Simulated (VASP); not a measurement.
# TiAl2B2 in VASP: notebook, part 2 of 2

VASP 6.6.1. The steps go on from the part before.

**3. Relaxation of the atoms, PBE+D4**

Contents of INCAR:

```
SYSTEM = TiAl2B2
PREC = Accurate
ENCUT = 520
EDIFF = 1E-6
ISMEAR = 0
SIGMA = 0.05
LREAL = .False.
LASPH = .True.
NELM = 100
ALGO = Normal
ISIF = 2
LWAVE = .False.
LCHARG = .False.
LDIPOL = .True.
IDIPOL = 3
DIPOL = 0.5 0.5 0.288
GGA = PE
IVDW = 13
IBRION = 2
NSW = 40
EDIFFG = -0.02
```

Contents of KPOINTS:

```
regular mesh
0
Gamma
  8 8 1
  0 0 0
```

Contents of POSCAR:

```
TiAl2B2
1.0
    3.8713400000      0.0000000000      0.0000000000
   -1.9356700000      3.3526800000      0.0000000000
    0.0000000000      0.0000000000     31.0880000000
Ti Al B
1 2 2
Selective dynamics
Direct
    0.0000000000      0.0000000000      0.2759400000  F F F
    0.3333300000      0.6666700000      0.3344400000  T T T
    0.6666700000      0.3333300000      0.3344400000  T T T
    0.3333300000      0.6666700000      0.2477700000  T T T
    0.6666700000      0.3333300000      0.2477700000  T T T
```

Potentials or basis: VASP PAW PBE potentials, release 64 (Ti_sv, Al, B).

Command:

```bash
$ cat potpaw_PBE.64/Ti_sv/POTCAR potpaw_PBE.64/Al/POTCAR potpaw_PBE.64/B/POTCAR > POTCAR
$ mpirun -np 1 vasp_std > vasp.out
```

OUTCAR:

```text
SYSTEM = TiAl2B2
   PREC = Accurate
   ENCUT = 520
   EDIFF = 1E-6
   ISMEAR = 0
   LREAL = .False.
   LASPH = .True.
   NELM = 100
   ISIF = 2
   GGA = PE
   IVDW = 13
   IBRION = 2
   NSW = 40
   EDIFFG = -0.02

 ion  position               nearest neighbor table
   1  0.000  0.000  0.276-   4 2.40   5 2.40   5 2.40   4 2.40   5 2.40   4 2.40   2 2.88   3 2.88
                             2 2.88   3 2.88   3 2.88   2 2.88
   2  0.333  0.667  0.334-   3 2.24   3 2.24   3 2.24   4 2.69   1 2.88   1 2.88   1 2.88
   3  0.667  0.333  0.334-   2 2.24   2 2.24   2 2.24   5 2.69   1 2.88   1 2.88   1 2.88
   4  0.333  0.667  0.248-   1 2.40   1 2.40   1 2.40   2 2.69
   5  0.667  0.333  0.248-   1 2.40   1 2.40   1 2.40   3 2.69

  LATTYP: Found a hexagonal cell.
 ALAT       =     3.8713400000
 C/A-ratio  =     8.0302944200

  Lattice vectors:

 A1 = (   3.8713400000,   0.0000000000,   0.0000000000)
 A2 = (  -1.9356700000,   3.3526800000,   0.0000000000)
 A3 = (   0.0000000000,   0.0000000000,  31.0880000000)

Analysis of symmetry for initial positions (statically):
=====================================================================
 Subroutine PRICEL returns:
 Original cell was already a primitive cell.

 Routine SETGRP: Setting up the symmetry group for a
 hexagonal supercell.

 Subroutine GETGRP returns: Found  4 space group operations
 (whereof  4 operations were pure point group operations)
 out of a pool of 24 trial point group operations.

The static configuration has the point symmetry C_2v.

Analysis of symmetry for dynamics (positions and initial velocities):
=====================================================================
 Subroutine PRICEL returns:
 Original cell was already a primitive cell.

 Routine SETGRP: Setting up the symmetry group for a
 hexagonal supercell.

 Subroutine GETGRP returns: Found  4 space group operations
 (whereof  4 operations were pure point group operations)
 out of a pool of 24 trial point group operations.

The dynamic configuration has the point symmetry C_2v.

Analysis of constrained symmetry for selective dynamics:
=====================================================================
 Subroutine PRICEL returns:
 Original cell was already a primitive cell.

 Routine SETGRP: Setting up the symmetry group for a
 hexagonal supercell.

 Subroutine GETGRP returns: Found  4 space group operations
 (whereof  4 operations were pure point group operations)
 out of a pool of 24 trial point group operations.

The constrained configuration has the point symmetry C_2v.

 Subroutine INISYM returns: Found  4 space group operations
 (whereof  4 operations are pure point group operations),
 and found     1 'primitive' translations

----------------------------------------------------------------------------------------

                                     Primitive cell

  volume of cell :     403.5025

  direct lattice vectors                    reciprocal lattice vectors
     3.871340000  0.000000000  0.000000000     0.258308493  0.149134424  0.000000000
    -1.935670000  3.352680000  0.000000000     0.000000000  0.298268848  0.000000000
     0.000000000  0.000000000 31.088000000     0.000000000  0.000000000  0.032166752

  length of vectors
     3.871340000  3.871341051 31.088000000     0.298268929  0.298268848  0.032166752

  position of ions in fractional coordinates (direct lattice)
[... 75 lines left out ...]
   ISPIN  =      1    spin polarized calculation?
   LNONCOLLINEAR =      F non collinear calculations
   LSORBIT =      F    spin-orbit coupling
   LASPH  =      T    aspherical Exc in radial PAW
   ENCUT  =  520.0 eV  38.22 Ry    6.18 a.u.   7.20  7.20 57.80*2*pi/ulx,y,z
   NELM   =    100;   NELMIN=  2; NELMDL= -5     # of ELM steps
   EDIFF  = 0.1E-05   stopping-criterion for ELM
   LREAL  =      F    real-space projection
   EDIFFG = -.2E-01   stopping-criterion for IOM
   NSW    =     40    number of steps for IOM
   IBRION =      2    ionic relax: 0-MD 1-quasi-New 2-CG
   NFREE  =      1    steps in history (QN), initial steepest desc. (CG)
   ISIF   =      2    stress and relaxation
   ISYM   =      2    0-nonsym 1-usesym 2-fastsym
   POTIM  = 0.5000    time-step for ionic-motion
   TEBEG  =    0.0;   TEEND  =   0.0 temperature during run
   PSTRESS=    0.0 pullay stress
   NELECT =      24.0000    total number of electrons
   NUPDOWN=      -1.0000    fix difference up-down
   EMIN   =  10.00;   EMAX   =-10.00  energy-range for DOS
   EFERMI =   0.00;   METHOD = LEGACY
   ISMEAR =     0;   SIGMA  =   0.05  broadening in eV -4-tet -1-fermi 0-gaus
   EFERMI_NEDOS =   21; number of points for ismear=-14 and -15
   IALGO  =     38    algorithm
   IMIX   =      4    mixing-type and parameters
     AMIX     =   0.40;   BMIX     =  1.00
     AMIX_MAG =   1.60;   BMIX_MAG =  1.00
  volume/ion in A,a.u.               =      80.70       544.59
  Fermi-wavevector in a.u.,A,eV,Ry     =   0.639043  1.207616  5.556286  0.408376
  Thomas-Fermi vector in A             =   1.704586
   LORBIT       =      0    0 simple, 1 ext, 2 COOP (PROOUT), +10 PAW based schemes
   GGA     = PE    functional components
   LHFCALC =     F    Hartree Fock is set to
   AEXX    =    0.0000 exact exchange contribution
   IVDW    =    13    specifies the selected vdW correction
   LEPSILON=     F    determine dielectric tensor
   LRPA    =     F    only Hartree local field effects (RPA)
 conjugate gradient relaxation of ions
 non-spin polarized calculation
 Gauss-broadening in eV      SIGMA  =   0.05
  energy-cutoff  :      520.00
  volume of cell :      403.50
 maximum number of plane-waves:     10907
 NGX is ok and might be reduce to    30
   NGX = 15   NGY = 15   NGZ =115

 dipolmoment           0.000000      0.000000      0.005627 electrons x Angstroem

--------------------------------------- Ionic step        1  -------------------------------------------

 number of electron      23.9999999 magnetization

 Free energy of the ion-electron system (eV)
  ---------------------------------------------------
  ext. energy  EPLUGINS =         0.00000000
  ---------------------------------------------------
  free energy    TOTEN  =       -24.09226075 eV

  energy without entropy =      -24.09111504  energy(sigma->0) =      -24.09168789

------------------------ aborting loop because EDIFF is reached ----------------------------------------

  DFT-D4 for vdW energy calculation

  Edisp (eV):   -0.91701
[... 114 lines left out ...]
  FREE ENERGIE OF THE ION-ELECTRON SYSTEM (eV)
  ---------------------------------------------------
  free  energy   TOTEN  =       -25.0124010828 eV

  energy  without entropy=      -25.0106128695  energy(sigma->0) =      -25.01150698

[... ionic steps 4 to 8 ...]

--------------------------------------- Ionic step        9  -------------------------------------------

 number of electron      23.9999999 magnetization

------------------------ aborting loop because EDIFF is reached ----------------------------------------
[... 81 lines left out ...]
--------------------------------------- Ionic step       11  -------------------------------------------

 number of electron      23.9999999 magnetization

 dipolmoment           0.000000      0.000000     -0.032479 electrons x Angstroem

 Free energy of the ion-electron system (eV)
  ---------------------------------------------------
  ext. energy  EPLUGINS =         0.00000000
  ---------------------------------------------------
  free energy    TOTEN  =       -24.08896088 eV

  energy without entropy =      -24.08728022  energy(sigma->0) =      -24.08812055

 E-fermi :  -2.7467     XC(G=0):  -2.2977

 val. band max:       -2.7808686393   @ k =   0.1250   0.1250   0.0000
 cond. band min:      -2.3711891399   @ k =  -0.2500   0.5000   0.0000
 fundamental gap:      0.4096794994
 Fermi energy:        -2.7466664673

 k-point     1 :       0.0000    0.0000    0.0000
  band No.  band energies     occupation
      1     -59.7827      2.00000
      2     -36.0740      2.00000
      3     -36.0739      2.00000
      4     -36.0197      2.00000
      5     -13.3235      2.00000
      6     -10.6379      2.00000
[... 378 lines left out ...]
      5     -10.4850      2.00000
      6      -9.9884      2.00000
[... 8 lines left out ...]
     15      -1.4476      0.00000
     16      -1.0267      0.00000

------------------------ aborting loop because EDIFF is reached ----------------------------------------

 vacuum level on the upper side and lower side of the slab       (xc-potential included)        -0.328         0.135

  DFT-D4 for vdW energy calculation

  Edisp (eV):   -0.92443

  FORCE on cell =-STRESS in cart. coord.  units (eV):
  Direction    XX          YY          ZZ          XY          YZ          ZX
  --------------------------------------------------------------------------------------
  -------------------------------------------------------------------------------------
  Total      -0.37063    -0.35523     0.01792     0.01334     0.00000     0.00000
  in kB      -1.47167    -1.41051     0.07116     0.05296     0.00000     0.00000
  external pressure =       -0.94 kB  Pullay stress =        0.00 kB
[... 20 lines left out ...]
  FREE ENERGIE OF THE ION-ELECTRON SYSTEM (eV)
  ---------------------------------------------------
  free  energy   TOTEN  =       -25.0133878327 eV

  energy  without entropy=      -25.0117071774  energy(sigma->0) =      -25.01254751

 reached required accuracy - stopping structural energy minimisation

 vacuum level on the upper side and lower side of the slab         1.674         2.145
```

It took 8.8 min on 1 thread of Intel Xeon 6975P-C (Granite Rapids), shared host; peak memory 0.63 GiB.

Results:

| Property | Result |
| --- | --- |
| Free energy | -25.0134 eV |
| Energy gained by relaxing | 0.8 meV/atom |
| Ionic steps | 11 |
| Band gap on the k mesh | none (metal or under the smearing width) |
| Dispersion energy per atom | -0.185 eV |

The path:
| step | energy change (eV) | largest force (eV/Å) | pressure (GPa) |
| --- | --- | --- | --- |
| 1 | 0.0000 | 0.0795 | -0.31 |
| 2 | -0.0010 | 0.0652 | -0.28 |
| 3 | -0.0031 | 0.0502 | -0.18 |
| 4 | -0.0023 | 0.1351 | -0.02 |
| 5 | -0.0038 | 0.0849 | -0.12 |
| 6 | -0.0038 | 0.0905 | -0.11 |
| 7 | -0.0040 | 0.0666 | -0.10 |
| 8 | -0.0040 | 0.0602 | -0.10 |
| 9 | -0.0040 | 0.0561 | -0.10 |
| 10 | -0.0041 | 0.0456 | -0.09 |
| 11 | -0.0041 | 0.0138 | -0.09 |

Final structure:
```cif
data_structure
_symmetry_space_group_name_H-M 'P 1'
_symmetry_Int_Tables_number 1
_cell_length_a 3.8713
_cell_length_b 3.8713
_cell_length_c 31.0880
_cell_angle_alpha 90.000
_cell_angle_beta 90.000
_cell_angle_gamma 120.000
_cell_volume 403.50
loop_
_atom_site_label
_atom_site_type_symbol
_atom_site_fract_x
_atom_site_fract_y
_atom_site_fract_z
_atom_site_occupancy
Ti1 Ti 0.00000 0.00000 0.27594 1
Al1 Al 0.33328 0.66672 0.33340 1
Al2 Al 0.66672 0.33328 0.33340 1
B1 B 0.33333 0.66667 0.24843 1
B2 B 0.66667 0.33333 0.24843 1
```
